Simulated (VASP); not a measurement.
Be2ZnO3: relaxation of cell and atoms with PBE

The system is Be2ZnO3.

```
Be Zn O
1.0
     4.40000   -2.54000    0.00000
     4.40000    2.54000    0.00000
     0.00000    0.00000    4.77000
Be Zn O
4 2 6
Cartesian
  5.9365 0.7894 2.3850
  5.9365 -0.7894 0.0000
  2.8635 0.7894 2.3850
  2.8635 -0.7894 0.0000
  4.4000 1.6749 4.7395
  4.4000 -1.6749 2.3545
  5.6725 0.9769 4.3445
  3.1275 0.9769 4.3445
  4.4000 -1.9634 4.0502
  5.6725 -0.9769 1.9595
  3.1275 -0.9769 1.9595
  4.4000 1.9634 1.6652
```

The cell was built by a generator and needn't be a form met in nature.

```
Program                : VASP 6.6.1
Task                   : relaxation of cell and atoms
Functional             : PBE
Potentials or basis    : VASP PAW PBE potentials, release 64 (Be, Zn, O)
Cutoff                 : 520 eV
k mesh                 : 3 × 3 × 3
Occupations            : gaussian, width 0.15 eV
Spin                   : no spin polarisation
Further INCAR settings : PREC = Normal; LREAL = Auto; ALGO = Fast; EDIFF = 0.0001; IBRION = 2; EDIFFG = -0.08; NSW = 24; ISIF = 3
```

```
Relaxed volume                         : 8.46 Å³/atom
Relaxed cell                           : a = 5.037 Å, b = 5.037 Å, c = 4.633 Å, α = 90.00°, β = 90.00°, γ = 59.72°
Space group after relaxing (to 0.05 Å) : Cmc2_1 (No. 36)
Energy gained by relaxing              : 1931.0 meV/atom
Ionic steps                            : 24
Pressure after relaxing                : 0.0 GPa
Largest force after relaxing           : 0.059 eV/Å
Band gap on the k mesh                 : 3.72 eV, direct
```

Forces in eV/Å, atoms in the order of the input:
```
Be   0.041 -0.014 -0.039
Be   0.041  0.014 -0.039
Be  -0.041 -0.014 -0.039
Be  -0.041  0.014 -0.039
Zn   0.000 -0.032  0.028
Zn   0.000  0.032  0.028
O   -0.025  0.009  0.016
O    0.025  0.009  0.016
O    0.000 -0.030  0.019
O   -0.025 -0.009  0.016
O    0.025 -0.009  0.016
O    0.000  0.030  0.019
```

Stress tensor (GPa, compression positive):
```
-0.17  0.00  0.00
 0.00  0.03  0.00
 0.00  0.00  0.05
```

Step by step:
```
step  energy change (eV)  largest force (eV/Å)  pressure (GPa)  volume (Å³)
   1              0.0000               21.9982           66.04       106.62
   2              6.6724                4.1643          -27.74       172.86
   3             -7.7430                4.8083          -26.42       162.72
   4            -12.2126                5.3838          -24.95       155.21
   5            -17.2282                7.4465          -14.32       129.49
   6            -17.1167                8.4096           -1.11       117.71
   7            -17.5971                7.7577          -10.62       124.77
   8            -17.6235                7.8789           -7.61       122.74
   9            -21.3907                1.9267          -17.23       119.12
  10            -21.4869                1.5475          -16.69       118.69
  11            -21.5942                0.8002          -16.35       117.84
  12            -22.6445                0.6072            2.19       102.48
  13            -22.6456                0.6076            1.47       102.96
  14            -22.9875                0.6285            0.77       101.57
  15            -23.0410                0.7106            1.15       100.76
  16            -23.1142                0.3614            0.55       101.46
  17            -23.1205                0.3230           -0.59       101.75
  18            -23.1494                0.1976            0.44       101.48
  19            -23.1530                0.1737            0.22       101.37
  20            -23.1533                0.1731           -0.01       101.33
  21            -23.1663                0.1133            0.26       101.24
  22            -23.1677                0.1005            0.41       101.17
  23            -23.1682                0.1079            0.34       101.19
  24            -23.1721                0.0589           -0.03       101.52
```

Final structure:
```cif
data_structure
_symmetry_space_group_name_H-M 'P 1'
_symmetry_Int_Tables_number 1
_cell_length_a 5.0368
_cell_length_b 5.0368
_cell_length_c 4.6335
_cell_angle_alpha 90.000
_cell_angle_beta 90.000
_cell_angle_gamma 59.724
_cell_volume 101.52
loop_
_atom_site_label
_atom_site_type_symbol
_atom_site_fract_x
_atom_site_fract_y
_atom_site_fract_z
_atom_site_occupancy
Be1 Be 0.51380 0.83344 0.50575 1
Be2 Be 0.83344 0.51380 0.00575 1
Be3 Be 0.16656 0.48620 0.50575 1
Be4 Be 0.48620 0.16656 0.00575 1
Zn1 Zn 0.17913 0.82087 0.99398 1
Zn2 Zn 0.82087 0.17913 0.49398 1
O1 O 0.54912 0.83618 0.86471 1
O2 O 0.16382 0.45088 0.86471 1
O3 O 0.78218 0.21782 0.92938 1
O4 O 0.83618 0.54912 0.36471 1
O5 O 0.45088 0.16382 0.36471 1
O6 O 0.21782 0.78218 0.42938 1
```

Levels at points of the mesh, in eV from the valence-band top:
```csv
k point,band 32,band 33,band 34,band 35,band 36,band 37
"(0.00, 0.00, 0.00)",-0.08,-0.05,0.00,3.72,7.09,9.02
```

Run time: 4.6 min on 1 thread of Intel(R) Xeon(R) 6975P-C (Granite Rapids), on a shared host, peak memory 0.17 GiB.

Caveat: the k mesh is coarse (spacing up to 0.48 Å⁻¹), so the values aren't converged; the relaxation stopped at a loose force limit of 0.08 eV/Å, so its end isn't a converged minimum. Expect the measured gap to be larger: semilocal functionals such as PBE lack the derivative discontinuity.
